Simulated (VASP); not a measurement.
# Zr under biaxial strain in the (0001) plane

How do stress and energy of Zr follow biaxial strain in the (0001) plane?

Calculated with VASP 6.6.1; r2SCAN; plane waves and PAW (Zr_sv), in the first sound run; inputs show where later runs differ.

Report form: the programs' logs are mostly left out.

## (1) The structure

The structure is hexagonal, space group P6_3/mmc (No. 194). The conventional cell has a = 3.230 Å, b = 3.230 Å, c = 5.145 Å, α = 90.00°, β = 90.00°, γ = 120.00°. Zr has 12 Zr at 3.18 to 3.23 Å nearest.

Coordinates:

```
Zr
1.0
     3.23000    0.00000    0.00000
    -1.61500    2.79726    0.00000
     0.00000    0.00000    5.14539
Zr
2
Direct
  0.00000 0.00000 0.00000
  0.33333 0.66667 0.50000
```

## (2) Relax the crystal, r2SCAN

The series starts from the cell that this level prefers, so that zero strain is near zero stress.

This step took 2 runs in a row; the last is shown.

Level: r2SCAN; plane waves and PAW (Zr_sv).

INCAR reads:

```
SYSTEM = Zr
PREC = Accurate
ENCUT = 450
EDIFF = 1E-07
NELM = 120
ISMEAR = 1
SIGMA = 0.15
LREAL = .FALSE.
ALGO = Normal
METAGGA = R2SCAN
LASPH = .TRUE.
NBANDS = 18
LORBIT = 11
LWAVE = .FALSE.
LCHARG = .FALSE.
KPAR = 8
IBRION = 2
NSW = 40
ISIF = 3
EDIFFG = -0.005
POTIM = 0.4
```

POSCAR reads:

```
Zr
1.0
    3.2451151982      0.0000000000      0.0000000000
   -1.6225575991      2.8103521998      0.0000000000
    0.0000000000      0.0000000000      5.1516575479
Zr
2
Direct
    0.0000000000      0.0000000000      0.0000000000
    0.3333333333      0.6666666667      0.5000000000
```

KPOINTS reads:

```
Automatic mesh
0
Gamma
21 21 12
0 0 0
```

The projector-augmented-wave data sets are Zr_sv (PBE family, release 64).

On the command line:

```console
mpirun -np 8 vasp_std
```

It took 69 s on 8 MPI ranks of Intel Xeon 6975P-C (Granite Rapids), shared host; peak memory 2.4 GiB; 8.1 min of CPU time.

Read from the output:

```
energy(sigma→0) of the program : -45.5048 eV
stress, compression positive   : xx, yy, zz 0.01, 0.01, -0.01 GPa
volume                         : 46.983 Å³
ionic steps                    : 1
```

## (3) Strain along the normal, r2SCAN

One member in full: the plane is strained by -2 %, and the strain along the normal is moved by secant steps until the normal stress is under 0.012 GPa or five steps are spent; the atoms relax at each step.

This step took 3 runs, each at a new trial strain with the atoms of the one before; the last is shown.

Level: r2SCAN; plane waves and PAW (Zr_sv).

Changes to INCAR since step 2:

```diff
@@ -15,7 +15,7 @@
 LCHARG = .FALSE.
-KPAR = 8
-IBRION = 2
-NSW = 40
-ISIF = 3
-EDIFFG = -0.005
-POTIM = 0.4
+KPAR = 2
+IBRION = 1
+NSW = 25
+ISIF = 2
+EDIFFG = -0.004
+POTIM = 0.3
```

POSCAR reads:

```
Zr
1.0
    3.1802128940      0.0000000000      0.0000000000
   -1.5901064470      2.7541451560      0.0000000000
    0.0000000000      0.0000000000      5.2321358550
Zr
2
Direct
    0.0000000000      0.0000000000      0.0000000000
    0.3333333333      0.6666666667      0.5000000000
```

KPOINTS is that of step 2.

On the command line:

```console
mpirun -np 2 vasp_std
```

It took 3 min on 2 MPI ranks; peak memory 0.57 GiB; 6 min of CPU time.

This run gave:

* energy(sigma→0) of the program: -45.4838 eV
* stress, compression positive: xx, yy, zz 3.55, 3.55, 0.00 GPa
* ionic steps: 1

## (4) All members

The other members went through these steps as far as the tables show, with the same cutoff and, step by step, the same mesh; 19 runs are not shown. The session took 2.3 core hours (wall time by ranks) on a shared machine.

| in-plane strain (%) | strain along the normal (%) | in-plane stress, tension positive (GPa) | energy above the unstrained row, extrapolated to no smearing (meV/atom) |
| --- | --- | --- | --- |
| -2.000 | 1.562 | -3.550 | 10.515 |
| -1.500 | 1.143 | -2.657 | 5.936 |
| -1.000 | 0.743 | -1.768 | 2.658 |
| -0.500 | 0.357 | -0.886 | 0.680 |
| 0 | 0.000 | -0.006 | 0.000 |
| 0.500 | -0.359 | ? | ? |
| 1.000 | -0.709 | 1.692 | 2.462 |
| 1.500 | -1.057 | 2.509 | 5.542 |
| 2.000 | -1.400 | 3.304 | 9.809 |

## (5) Stress from the known rows

Fitting a parabola to the 8 known rows (e: strain in %) gives stress = − 0.02779 e² + 1.719 e − 0.01139 in GPa; the residuals are 0.0088 GPa r.m.s.

For the withheld row, e = 0.5, the fit gives 0.841 GPa.

## (6) The withheld row

The calculation gives 0.852 GPa, so the prediction is 0.011 GPa too low, within twice the residual of the fit.

Slopes at zero strain, from cubics through all rows: strain ratio -0.721, stress over strain 174 GPa. For (0001) the ratio is −2C₁₃/C₃₃.

## (7) Outcome

| Property | Result |
| --- | --- |
| error of the predicted stress | -0.011 GPa |
| ratio of normal to in-plane strain | -0.721 |
| biaxial modulus | 174 GPa |

**Reading.** As a check, the curvature of the energy gives 175 GPa for the same modulus (energy per volume = M × strain²), 1 % from the slope of the stress. These are static values: temperature and zero-point motion are left out. In a metal the slopes also depend on mesh and smearing, which were held through the series.

[Lines on the potential files, build, host, timing and source positions are cut from VASP's logs without a mark.]

[Logs are printed without paths, hosts, clocks, repeated set-up lines and the standing remarks that a program may print on its own settings, such as how far it seeks lower states.]

[Hosts, paths, dates, database ids (printed as entryN), source tags and the programs' standing remarks are cut or masked in the printed files.]

[In band tables of VASP the shares of atoms and orbitals are scaled to a sum of 1 inside the atoms' spheres.]
